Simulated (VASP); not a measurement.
Method: PBEsol GGA, VASP's PBE PAW potentials (set 64) (plane waves; VASP).

Input for VASP

**INCAR**
```
SYSTEM = Ti3GeN
PREC = Accurate
ENCUT = 400
EDIFF = 1E-6
NELM = 100
ALGO = Normal
LREAL = .FALSE.
LASPH = .TRUE.
ISMEAR = -1
SIGMA = 0.1
GGA = PS
LMAXMIX = 4
LWAVE = .FALSE.
LCHARG = .FALSE.
ISIF = 3
IBRION = 2
NSW = 50
EDIFFG = -0.01
```

**POSCAR**
```
Ti3GeN
1
    4.0333870000     0.0000000000     0.0000000000
    0.0000000000     4.0333870000     0.0000000000
    0.0000000000     0.0000000000     4.0333870000
Ge N Ti
1 1 3
Direct
  0.0000000000   0.0000000000   0.0000000000
  0.5000000000   0.5000000000   0.5000000000
  0.0000000000   0.5000000000   0.5000000000
  0.5000000000   0.5000000000   0.0000000000
  0.5000000000   0.0000000000   0.5000000000
```

**KPOINTS**
```
Automatic mesh
0
Gamma
6 6 6
0 0 0
```

POTCAR, in this order: Ge_d N Ti_sv (PBE.64 set). Program: vasp_std.

What VASP printed:

OSZICAR:
```
       N       E                     dE             d eps       ncg     rms          rms(c)
DAV:   1     0.616141021070E+03    0.61614E+03   -0.23938E+04  1488   0.274E+03
DAV:   2     0.571260134441E+02   -0.55902E+03   -0.55067E+03  1320   0.661E+02
DAV:   3    -0.425758479750E+02   -0.99702E+02   -0.98558E+02  2028   0.215E+02
DAV:   4    -0.515822936044E+02   -0.90064E+01   -0.88084E+01  1887   0.625E+01
DAV:   5    -0.520427550074E+02   -0.46046E+00   -0.45985E+00  2071   0.126E+01    0.255E+01
DAV:   6    -0.440512147691E+02    0.79915E+01   -0.57332E+01  1703   0.514E+01    0.846E+00
DAV:   7    -0.438745577033E+02    0.17666E+00   -0.52295E+00  1795   0.146E+01    0.532E+00
DAV:   8    -0.438383423890E+02    0.36215E-01   -0.42713E-01  1791   0.409E+00    0.113E+00
DAV:   9    -0.438380348543E+02    0.30753E-03   -0.62430E-02  2008   0.147E+00    0.642E-01
DAV:  10    -0.438391332250E+02   -0.10984E-02   -0.78731E-03  1781   0.676E-01    0.207E-01
DAV:  11    -0.438393622823E+02   -0.22906E-03   -0.85860E-04  2080   0.196E-01    0.471E-02
DAV:  12    -0.438393614147E+02    0.86758E-06   -0.11961E-04  1838   0.106E-01    0.963E-03
DAV:  13    -0.438393582416E+02    0.31731E-05   -0.93218E-06  1760   0.261E-02    0.766E-03
DAV:  14    -0.438393587427E+02   -0.50106E-06   -0.20696E-06  1247   0.117E-02
   1 F= -.43839359E+02 E0= -.43718900E+02  d E =-.438394E+02
       N       E                     dE             d eps       ncg     rms          rms(c)
DAV:   1    -0.444579770495E+02   -0.61862E+00   -0.15184E+01  1564   0.469E+01    0.641E+00
DAV:   2    -0.439392855046E+02    0.51869E+00   -0.34521E+00  1771   0.162E+01    0.230E+00
DAV:   3    -0.438395639687E+02    0.99722E-01   -0.38418E-01  1733   0.402E+00    0.913E-01
DAV:   4    -0.438272705982E+02    0.12293E-01   -0.96536E-02  1874   0.175E+00    0.453E-01
DAV:   5    -0.438304906641E+02   -0.32201E-02   -0.17553E-02  1972   0.752E-01    0.307E-01
DAV:   6    -0.438343125788E+02   -0.38219E-02   -0.14681E-02  1825   0.474E-01    0.150E-01
DAV:   7    -0.438342069809E+02    0.10560E-03   -0.15833E-03  1862   0.255E-01    0.698E-02
DAV:   8    -0.438341224212E+02    0.84560E-04   -0.21480E-04  1896   0.106E-01    0.186E-02
DAV:   9    -0.438341179958E+02    0.44254E-05   -0.42001E-05  1720   0.318E-02    0.464E-03
DAV:  10    -0.438341176816E+02    0.31421E-06   -0.22820E-06  1167   0.126E-02
   2 F= -.43834118E+02 E0= -.43711042E+02  d E =0.524106E-02
       N       E                     dE             d eps       ncg     rms          rms(c)
DAV:   1    -0.440477867224E+02   -0.21367E+00   -0.47588E+00  1575   0.252E+01    0.367E+00
DAV:   2    -0.438791922010E+02    0.16859E+00   -0.10213E+00  1777   0.906E+00    0.129E+00
DAV:   3    -0.438489705522E+02    0.30222E-01   -0.12148E-01  1786   0.222E+00    0.500E-01
DAV:   4    -0.438455657428E+02    0.34048E-02   -0.28520E-02  1963   0.915E-01    0.269E-01
DAV:   5    -0.438465327553E+02   -0.96701E-03   -0.50495E-03  1940   0.402E-01    0.168E-01
DAV:   6    -0.438477040890E+02   -0.11713E-02   -0.43617E-03  1862   0.260E-01    0.967E-02
DAV:   7    -0.438476993070E+02    0.47821E-05   -0.45291E-04  1864   0.134E-01    0.497E-02
DAV:   8    -0.438476687689E+02    0.30538E-04   -0.68663E-05  1871   0.662E-02    0.141E-02
DAV:   9    -0.438476661729E+02    0.25959E-05   -0.20082E-05  1460   0.225E-02    0.292E-03
DAV:  10    -0.438476665815E+02   -0.40858E-06   -0.86825E-07   919   0.842E-03
   3 F= -.43847667E+02 E0= -.43726075E+02  d E =-.830784E-02
```

File OUTCAR:
```
------------------------ aborting loop because EDIFF is reached ----------------------------------------
  FORCE on cell =-STRESS in cart. coord.  units (eV):
  Direction    XX          YY          ZZ          XY          YZ          ZX
  --------------------------------------------------------------------------------------
  Total       -0.0066365     -0.0066365     -0.0066365      0.0000000      0.0000000      0.0000000
  in kB       -0.1597323     -0.1597323     -0.1597323      0.0000000      0.0000000      0.0000000
  external PRESSURE =      -0.1597323 kB  Pullay stress =       0.0000000 kB
  volume of cell :       66.57
      direct lattice vectors                 reciprocal lattice vectors
     4.052782602  0.000000000 -0.000000000     0.246744052 -0.000000000  0.000000000
     0.000000000  4.052782602  0.000000000     0.000000000  0.246744052  0.000000000
    -0.000000000 -0.000000000  4.052782602     0.000000000 -0.000000000  0.246744052
 POSITION                                       TOTAL-FORCE (eV/Angst)
 -----------------------------------------------------------------------------------
      0.00000      0.00000      0.00000        -0.000000      0.000000      0.000000
      2.02639      2.02639      2.02639        -0.000000      0.000000      0.000000
      0.00000      2.02639      2.02639         0.000000     -0.000000      0.000000
      2.02639      2.02639     -0.00000        -0.000000      0.000000      0.000000
      2.02639     -0.00000      2.02639        -0.000000     -0.000000      0.000000
 -----------------------------------------------------------------------------------
    total drift:                                0.000000      0.000000      0.000000
  FREE ENERGIE OF THE ION-ELECTRON SYSTEM (eV)
  ---------------------------------------------------
  free  energy   TOTEN  =       -43.8476665815 eV

  energy  without entropy=      -43.6044832975  energy(sigma->0) =      -43.72607494

 reached required accuracy - stopping structural energy minimisation
```
(Selected blocks of OUTCAR.)

File CONTCAR:
```
Ti3GeN
   1.00000000000000
     4.0527826016255002    0.0000000000000000   -0.0000000000000000
     0.0000000000000000    4.0527826016255002    0.0000000000000000
    -0.0000000000000000   -0.0000000000000000    4.0527826016255002
  Ge              N               Ti
     1     1     3
Direct
     0.0000000000000000    0.0000000000000000    0.0000000000000000
     0.5000000000000000    0.5000000000000000    0.5000000000000000
     0.0000000000000000    0.5000000000000000    0.5000000000000000
     0.5000000000000000    0.5000000000000000    0.0000000000000000
     0.5000000000000000    0.0000000000000000    0.5000000000000000
```

At this cut-off the stress carries a Pulay error, which pulls relaxed volumes low.

The structure was generated: Ti3GeN was put into an ordered model structure, which need not be its known phase. This run relaxes it. Symmetry was kept, so distortions that lower it aren't found. The run is one of a series of settings (EDIFFG = -0.01, IBRION = 2, ISIF = 3, NSW = 50 against the base run), some of them coarse on purpose. The electron count is odd and the run is not spin-polarised, which forces a metal.
